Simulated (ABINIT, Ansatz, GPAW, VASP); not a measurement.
## One structure in several programs: Cu3Sn (Pmmn, 8 atoms in the cell)

Self-consistent single point.

```
CELL_PARAMETERS angstrom
      4.32369     0.00000     0.00000
      0.00000     5.43252     0.00000
      0.00000     0.00000     4.76457
ATOMIC_POSITIONS crystal
  Cu 0.50000 0.00000 0.30100
  Cu 0.00000 0.50000 0.69900
  Cu 0.00000 0.75052 0.15581
  Cu 0.00000 0.24948 0.15581
  Cu 0.50000 0.74948 0.84419
  Cu 0.50000 0.25052 0.84419
  Sn 0.50000 0.50000 0.34118
  Sn 0.00000 0.00000 0.65882
```

All programs got the same cell, k-point mesh and kind of occupations (in Ansatz's words: kpoints.mp_grid.grid = 4 3 4; scf.occupations.method = fermi_dirac; scf.occupations.width = 0.1 eV); potentials, basis and cutoffs are each program's usual ones.

| code | model | pressure (GPa) | largest force (eV/Å) | cutoff |
|---|---|---|---|---|
| GPAW | PBEsol, GPAW PAW datasets PBEsol (made by gpaw-setup) | -1.49 | 0.057 | 800 eV |
| ABINIT | PBEsol, PAW (JTH v2.0 PBE PAW, files made for PBE) | -2.09 | 0.057 | 30 Ha |
| VASP | PBEsol, VASP's PBE PAW potentials (set 64) | -3.32 | 0.061 | 300 eV |
| Ansatz | PBEsol, default PAW files made with PBE | -1.85 | 0.060 | default |

Size of the force on each atom (eV/Å): Sizes of forces hide their directions.

| code | Cu1 | Cu2 | Cu3 | Cu4 | Cu5 | Cu6 | Sn7 | Sn8 |
|---|---|---|---|---|---|---|---|---|
| GPAW | 0.009 | 0.009 | 0.057 | 0.057 | 0.057 | 0.057 | 0.005 | 0.005 |
| ABINIT | 0.025 | 0.025 | 0.057 | 0.057 | 0.057 | 0.057 | 0.001 | 0.001 |
| VASP | 0.025 | 0.025 | 0.061 | 0.061 | 0.061 | 0.061 | 0.001 | 0.001 |
| Ansatz | 0.034 | 0.034 | 0.060 | 0.060 | 0.060 | 0.060 | 0.003 | 0.003 |

The spread over the programs that give each value: pressure within 1.83 GPa; largest force within 0.004 eV/Å.

The starting cell comes from a database of computed structures (which also holds hypothetical and non-ambient phases and stackings), without a prior relaxation at this level. On Ansatz's run: Spin polarisation is off. Without a gap this mesh is coarse (it stands for a supercell whose shortest vector is 16 Å).

Q: Why do the programs differ, and what cannot be compared?

A: Differences of this kind can come from the potentials, where these differ, and from what each basis and cutoff leave unconverged. The valence holds different numbers of electrons (GPAW 94, ABINIT 142, VASP 94, Ansatz (a program for electronic structure) 142). The zero of total energies and Fermi levels follows the potentials and each program's conventions, so they are not compared here. Ansatz's pressure is given at a fixed set of plane waves, as the other plane-wave codes print theirs; with its correction for the finite basis it is -1.74 GPa. In the pressure, VASP (by 1.35) lies more than 1 GPa from the median of the plane-wave programs.

The shared mesh is coarse (it stands for a supercell whose shortest vector is 16 Å), so the values are not converged in it.

VASP's run is marked for a possible Pulay error in its stress at this cutoff; no cutoff test was made.

Left out of this page: Quantum ESPRESSO, Elk and FLEUR (not drawn, or without a comparable value); CP2K (unsound by tests on forces, stress, charge or solver warnings).

Keys are those of Ansatz 0.2.
